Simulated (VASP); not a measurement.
# Which phase of TaN is lowest?

Wanted: relative energies and volumes of the phases of TaN at several levels. Phases are named by their space groups. The structure below is that of the P6/mmm phase.

Program: VASP 6.6.1. Level of theory: PBEsol; plane waves and PAW (Ta_pv, N), in the first sound run; inputs show where later runs differ. Results are calculated unless marked as measured.

**1. The starting structure**

Symmetry: P6/mmm, No. 191, hexagonal system. The conventional cell has a = 5.185 Å, b = 5.185 Å, c = 2.908 Å, α = 90.00°, β = 90.00°, γ = 120.00°. Nearest to Ta lie 6 N at 2.59 Å. Nearest to Ta lie 6 N at 2.09 Å. Nearest to N lie 6 Ta at 2.09 to 2.59 Å. Farther neighbours and most contacts between anions are not listed.

Coordinates:

```cif
data_structure
_symmetry_space_group_name_H-M 'P 1'
_symmetry_Int_Tables_number 1
_cell_length_a 5.1850
_cell_length_b 5.1850
_cell_length_c 2.9080
_cell_angle_alpha 90.000
_cell_angle_beta 90.000
_cell_angle_gamma 120.000
_cell_volume 67.71
loop_
_atom_site_label
_atom_site_type_symbol
_atom_site_fract_x
_atom_site_fract_y
_atom_site_fract_z
_atom_site_occupancy
Ta1 Ta 0.00000 0.00000 0.00000 1
Ta2 Ta 0.33333 0.66667 0.50000 1
Ta3 Ta 0.66667 0.33333 0.50000 1
N4 N 0.50000 0.00000 0.00000 1
N5 N 0.50000 0.50000 0.00000 1
N6 N 0.00000 0.50000 0.00000 1
```

**2. Relax the crystal, PBEsol**

One member in full, the P6/mmm phase: cell and atoms relax with the symmetry of the start.

Level: PBEsol; plane waves and PAW (Ta_pv, N).

The input, INCAR:

```
SYSTEM = TaN
PREC = Accurate
ENCUT = 520
EDIFF = 1E-07
NELM = 120
ISMEAR = 1
SIGMA = 0.15
LREAL = .FALSE.
ALGO = Normal
GGA = PS
NBANDS = 30
LASPH = .TRUE.
LORBIT = 11
LWAVE = .FALSE.
LCHARG = .FALSE.
KPAR = 4
IBRION = 2
NSW = 60
ISIF = 3
EDIFFG = -0.01
POTIM = 0.4
```

The input, POSCAR:

```
TaN
1.0
    5.1849992600      0.0000000000      0.0000000000
   -2.5924996300      4.4903410700      0.0000000000
    0.0000000000      0.0000000000      2.9080000000
Ta N
3 3
Direct
    0.0000000000      0.0000000000      0.0000000000
    0.3333333330      0.6666666670      0.5000000000
    0.6666666670      0.3333333330      0.5000000000
    0.5000000000      0.0000000000      0.0000000000
    0.5000000000      0.5000000000      0.0000000000
    0.0000000000      0.5000000000      0.0000000000
```

The input, KPOINTS:

```
Automatic mesh
0
Gamma
7 7 11
0 0 0
```

Potentials, in the order of the species: Ta_pv and N (PBE family, release 64).

Launch:

```
> mpirun -np 4 vasp_std
```

Output:

```text
[banner, memory and clock lines left out]
running    4 mpi-ranks, on    1 nodes
[...]
|                                                                             |
|               ----> ADVICE to this user running VASP <----                  |
|                                                                             |
|     You enforced a specific xc type in the INCAR file but a different       |
|     [... a line on the potential file left out ...]
|     I HOPE YOU KNOW WHAT YOU ARE DOING!                                     |
|                                                                             |

 LDA part: xc-table for (Slater+PW92), standard interpolation
 POSCAR, INCAR and KPOINTS ok, starting setup
[...]
entering main loop
       N       E                     dE             d eps       ncg     rms          rms(c)
DAV:   1     0.444914432659E+03    0.44491E+03   -0.26525E+04  2888   0.168E+03
DAV:   2    -0.494043203255E+02   -0.49432E+03   -0.47649E+03  3338   0.477E+02
DAV:   3    -0.780805200146E+02   -0.28676E+02   -0.28052E+02  3560   0.108E+02
DAV:   4    -0.787047396320E+02   -0.62422E+00   -0.61579E+00  3608   0.150E+01
[...]
DAV:  14    -0.686782952233E+02   -0.42072E-07   -0.19694E-06  3894   0.929E-03    0.211E-03
DAV:  15    -0.686782950923E+02    0.13096E-06   -0.22383E-07  2820   0.343E-03    0.365E-04
DAV:  16    -0.686782950925E+02   -0.20373E-09   -0.39833E-08  2262   0.125E-03
   1 F= -.68678295E+02 E0= -.68677255E+02  d E =-.686783E+02
[... from here on, the cycles between the ionic steps are left out ...]
   2 F= -.68671868E+02 E0= -.68670961E+02  d E =0.642671E-02
   3 F= -.68682999E+02 E0= -.68682007E+02  d E =-.470354E-02
   4 F= -.68683786E+02 E0= -.68682841E+02  d E =-.787251E-03
 trial-energy change:   -0.000787  1 .order   -0.000783   -0.001396   -0.000170
 step:   0.9979(harm=  1.0006)  dis= 0.00000  next Energy=   -68.683797 (dE=-0.799E-03)
 reached required accuracy - stopping structural energy minimisation
```

The job ended after 43 s (4 MPI ranks of Intel Xeon 6975P-C (Granite Rapids), shared host; peak memory 0.96 GiB; 2.3 min of CPU time).

The logs omit lines about the potential files and the build; timing stands in the text.

Parts of OUTCAR (step 2):

```text
  Total        0.0202106      0.0202106     -0.0537708      0.0000000     -0.0000000      0.0000000
  in kB        0.4739305      0.4739305     -1.2609004      0.0000000     -0.0000000      0.0000000
  external PRESSURE =      -0.1043464 kB  Pullay stress =       0.0000000 kB

 POSITION                                       TOTAL-FORCE (eV/Angst)
 -----------------------------------------------------------------------------------
      0.00000     -0.00000      0.00000        -0.000000     -0.000000     -0.000000
     -0.00000      3.00685      1.45435        -0.000000     -0.000000     -0.000000
      2.60401      1.50343      1.45435         0.000000      0.000000      0.000000
      2.60401     -0.00000      0.00000        -0.000000      0.000000     -0.000000
      1.30201      2.25514     -0.00000        -0.000000      0.000000     -0.000000
     -1.30201      2.25514     -0.00000        -0.000000     -0.000000     -0.000000
 -----------------------------------------------------------------------------------
    total drift:                               -0.000000      0.000000     -0.000000

  FREE ENERGIE OF THE ION-ELECTRON SYSTEM (eV)
  ---------------------------------------------------
  free  energy   TOTEN  =       -68.6837858804 eV

  energy  without entropy=      -68.6809515248  energy(sigma->0) =      -68.68284110

 reached required accuracy - stopping structural energy minimisation

[... 3 further parts left out ...]
[key lines of the parts left out:]
E-fermi :   7.8995
```

Read from the output:

| Item | Value |
| --- | --- |
| energy(sigma→0) of the program | -68.6828 eV |
| stress, compression positive | xx, yy, zz 0.05, 0.05, -0.13 GPa |
| volume | 68.324 Å³ |
| ionic steps | 4 |

**3. Energy at another level, r2SCAN**

The relaxed cell is held, and its energy is taken at another level.

Level: r2SCAN; plane waves and PAW (Ta_pv, N).

The input, INCAR:

```
SYSTEM = TaN
PREC = Accurate
ENCUT = 520
EDIFF = 1E-06
NELM = 100
ISMEAR = 1
SIGMA = 0.15
LREAL = .FALSE.
ALGO = Normal
METAGGA = R2SCAN
LASPH = .TRUE.
NBANDS = 30
LORBIT = 11
LWAVE = .FALSE.
LCHARG = .FALSE.
KPAR = 4
```

Edit POSCAR of step 2 so:

```diff
@@ -2,5 +2,5 @@
 1.0
-    5.1849992600      0.0000000000      0.0000000000
-   -2.5924996300      4.4903410700      0.0000000000
-    0.0000000000      0.0000000000      2.9080000000
+    5.2080212769      0.0000000000      0.0000000000
+   -2.6040106385      4.5102787214      0.0000000000
+    0.0000000000      0.0000000000      2.9087065269
 Ta N
```

KPOINTS is that of step 2.

Launch:

```
> mpirun -np 4 vasp_std
```

Output:

```text
[banner, memory and clock lines left out]
running    4 mpi-ranks, on    1 nodes
[...]
[... a notice as in an earlier step ...]

 LDA part: xc-table for (None), standard interpolation
 POSCAR, INCAR and KPOINTS ok, starting setup
[...]
entering main loop
       N       E                     dE             d eps       ncg     rms          rms(c)
DAV:   1     0.340310434996E+03    0.34031E+03   -0.27154E+04  2880   0.173E+03
DAV:   2    -0.171476303024E+03   -0.51179E+03   -0.49415E+03  3326   0.492E+02
DAV:   3    -0.201701278726E+03   -0.30225E+02   -0.29580E+02  3574   0.113E+02
DAV:   4    -0.202332115696E+03   -0.63084E+00   -0.62451E+00  3624   0.156E+01
[...]
DAV:  13    -0.178376265873E+03    0.17878E-04   -0.16266E-04  3742   0.708E-02    0.134E-02
DAV:  14    -0.178376264916E+03    0.95782E-06   -0.27686E-05  3684   0.306E-02    0.502E-03
DAV:  15    -0.178376264042E+03    0.87366E-06   -0.21621E-06  2954   0.931E-03
   1 F= -.17837626E+03 E0= -.17837520E+03  d E =-.318685E-02
```

Run time: 39 s. Hardware: 4 MPI ranks; peak memory 0.93 GiB; 2.4 min of CPU time.

From OUTCAR (step 3):

```text
  Total        2.1099967      2.1099967      1.8052136     -0.0000000     -0.0000000      0.0000000
  in kB       49.4784768     49.4784766     42.3314499     -0.0000000     -0.0000000      0.0000000
  external PRESSURE =      47.0961345 kB  Pullay stress =       0.0000000 kB

 POSITION                                       TOTAL-FORCE (eV/Angst)
 -----------------------------------------------------------------------------------
      0.00000      0.00000      0.00000        -0.000000     -0.000000     -0.000000
     -0.00000      3.00685      1.45435        -0.000000      0.000000     -0.000000
      2.60401      1.50343      1.45435         0.000000      0.000000      0.000000
      2.60401      0.00000      0.00000        -0.000000     -0.000000     -0.000000
      1.30201      2.25514      0.00000        -0.000000     -0.000000     -0.000000
     -1.30201      2.25514      0.00000        -0.000000     -0.000000     -0.000000
 -----------------------------------------------------------------------------------
    total drift:                               -0.000000      0.000000     -0.000000

  FREE ENERGIE OF THE ION-ELECTRON SYSTEM (eV)
  ---------------------------------------------------
  free  energy   TOTEN  =      -178.3762640419 eV

  energy  without entropy=     -178.3730771885  energy(sigma->0) =     -178.37520176

[... 1 part as in an earlier step ...]

[... 2 further parts left out ...]
[key lines of the parts left out:]
E-fermi :   8.0722
```

Read from the output:

| Item | Value |
| --- | --- |
| energy(sigma→0) of the program | -178.3752 eV |
| stress, compression positive | xx, yy, zz 4.95, 4.95, 4.23 GPa |

The run ends at a pressure of 4.71 GPa.

**4. Energy at another level, r2SCAN+rVV10**

The relaxed cell is held, and its energy is taken at another level.

Level: r2SCAN with rVV10; plane waves and PAW (Ta_pv, N).

Edit INCAR of step 3 so:

```diff
@@ -10,2 +10,6 @@
 METAGGA = R2SCAN
+LUSE_VDW = .TRUE.
+IVDW_NL = 2
+BPARAM = 11.95
+CPARAM = 0.0093
 LASPH = .TRUE.
```

POSCAR is that of step 3.

KPOINTS is that of step 3.

Launch:

```
> mpirun -np 4 vasp_std
```

Output:

```text
[banner, memory and clock lines left out]
running    4 mpi-ranks, on    1 nodes
[...]
|                                                                             |
|               ----> ADVICE to this user running VASP <----                  |
|                                                                             |
|     You have switched on vdW-DFT.                                           |
|     This routine was written and supplied by Jiri Klimes. We recommend      |
|     that you carefully read and cite the following publications:            |
|       J. Klimes, D.R. Bowler, A. Michelides                                 |
|          J. Phys.: Cond Matt. 22 022201 (2010)                              |
|       J. Klimes, D.R. Bowler, A. Michelides                                 |
|          Phys. Rev. B. 83, 195131 (2011)                                    |
|     and references therein.                                                 |
|                                                                             |

 [... a notice as in an earlier step ...]

 LDA part: xc-table for (None), standard interpolation
 POSCAR, INCAR and KPOINTS ok, starting setup
[...]
entering main loop
       N       E                     dE             d eps       ncg     rms          rms(c)
Total rVV10 correction in eV:      0.7288023    52.1886988
Total rVV10 correction in eV:      0.7288023    52.1886988
Total rVV10 correction in eV:      0.7288023    52.1886988
Total rVV10 correction in eV:      0.7288023    52.1886988
DAV:   1     0.340701079327E+03    0.34070E+03   -0.27144E+04  2880   0.173E+03
DAV:   2    -0.170765481161E+03   -0.51147E+03   -0.49383E+03  3326   0.492E+02
DAV:   3    -0.200935315576E+03   -0.30170E+02   -0.29524E+02  3566   0.113E+02
DAV:   4    -0.201575402751E+03   -0.64009E+00   -0.63350E+00  3624   0.157E+01
DAV:   5    -0.201590265921E+03   -0.14863E-01   -0.14838E-01  3598   0.190E+00    0.473E+01
Total rVV10 correction in eV:      0.7426791    52.1886986
Total rVV10 correction in eV:      0.7426791    52.1886986
Total rVV10 correction in eV:      0.7426791    52.1886986
Total rVV10 correction in eV:      0.7426791    52.1886986
DAV:   6    -0.177433690050E+03    0.24157E+02   -0.43835E+01  3772   0.435E+01    0.194E+01
Total rVV10 correction in eV:      0.7303315    52.1886987
Total rVV10 correction in eV:      0.7303315    52.1886987
Total rVV10 correction in eV:      0.7303315    52.1886987
Total rVV10 correction in eV:      0.7303315    52.1886987
DAV:   7    -0.177696898174E+03   -0.26321E+00   -0.36573E+00  3808   0.148E+01    0.976E+00
Total rVV10 correction in eV:      0.7240850    52.1886987
Total rVV10 correction in eV:      0.7240850    52.1886987
Total rVV10 correction in eV:      0.7240850    52.1886987
Total rVV10 correction in eV:      0.7240850    52.1886987
DAV:   8    -0.177652794603E+03    0.44104E-01   -0.75030E-01  3762   0.503E+00    0.391E+00
Total rVV10 correction in eV:      0.7232000    52.1886987
Total rVV10 correction in eV:      0.7232000    52.1886987
Total rVV10 correction in eV:      0.7232000    52.1886987
Total rVV10 correction in eV:      0.7232000    52.1886987
DAV:   9    -0.177649489406E+03    0.33052E-02   -0.90291E-02  3692   0.247E+00    0.507E-01
Total rVV10 correction in eV:      0.7255477    52.1886987
Total rVV10 correction in eV:      0.7255477    52.1886987
Total rVV10 correction in eV:      0.7255477    52.1886987
Total rVV10 correction in eV:      0.7255477    52.1886987
DAV:  10    -0.177651049649E+03   -0.15602E-02   -0.31245E-02  3670   0.100E+00    0.313E-01
Total rVV10 correction in eV:      0.7252505    52.1886987
Total rVV10 correction in eV:      0.7252505    52.1886987
Total rVV10 correction in eV:      0.7252505    52.1886987
Total rVV10 correction in eV:      0.7252505    52.1886987
DAV:  11    -0.177650123931E+03    0.92572E-03   -0.10957E-02  3650   0.600E-01    0.743E-02
Total rVV10 correction in eV:      0.7254514    52.1886987
Total rVV10 correction in eV:      0.7254514    52.1886987
Total rVV10 correction in eV:      0.7254514    52.1886987
Total rVV10 correction in eV:      0.7254514    52.1886987
DAV:  12    -0.177650076117E+03    0.47814E-04   -0.42034E-04  3528   0.142E-01    0.331E-02
Total rVV10 correction in eV:      0.7254721    52.1886987
Total rVV10 correction in eV:      0.7254721    52.1886987
Total rVV10 correction in eV:      0.7254721    52.1886987
Total rVV10 correction in eV:      0.7254721    52.1886987
DAV:  13    -0.177650058724E+03    0.17393E-04   -0.15494E-04  3742   0.695E-02    0.130E-02
Total rVV10 correction in eV:      0.7254624    52.1886987
Total rVV10 correction in eV:      0.7254624    52.1886987
Total rVV10 correction in eV:      0.7254624    52.1886987
Total rVV10 correction in eV:      0.7254624    52.1886987
DAV:  14    -0.177650057921E+03    0.80320E-06   -0.26135E-05  3694   0.299E-02    0.498E-03
Total rVV10 correction in eV:      0.7254801    52.1886987
Total rVV10 correction in eV:      0.7254801    52.1886987
Total rVV10 correction in eV:      0.7254801    52.1886987
Total rVV10 correction in eV:      0.7254801    52.1886987
DAV:  15    -0.177650057054E+03    0.86712E-06   -0.20984E-06  2938   0.910E-03
Total rVV10 correction in eV:      0.7254838    52.1886987
Total rVV10 correction in eV:      0.7254838    52.1886987
Total rVV10 correction in eV:      0.7254838    52.1886987
Total rVV10 correction in eV:      0.7254838    52.1886987
Total rVV10 correction in eV:      0.7254815    52.1886987
Total rVV10 correction in eV:      0.7254815    52.1886987
Total rVV10 correction in eV:      0.7254815    52.1886987
Total rVV10 correction in eV:      0.7254815    52.1886987
   1 F= -.17765006E+03 E0= -.17764900E+03  d E =-.318525E-02
```

Elapsed: 70 s, on 4 MPI ranks; peak memory 1.6 GiB; 4.6 min of CPU time.

[end of part 1 of 2]

[Lines on the potential files, build, host, timing and source positions are cut from VASP's logs without a mark.]

[Logs are printed without paths, hosts, clocks, repeated set-up lines and the standing remarks that a program may print on its own settings, such as how far it seeks lower states.]

[Hosts, paths, dates, database ids (printed as entryN), source tags and the programs' standing remarks are cut or masked in the printed files.]
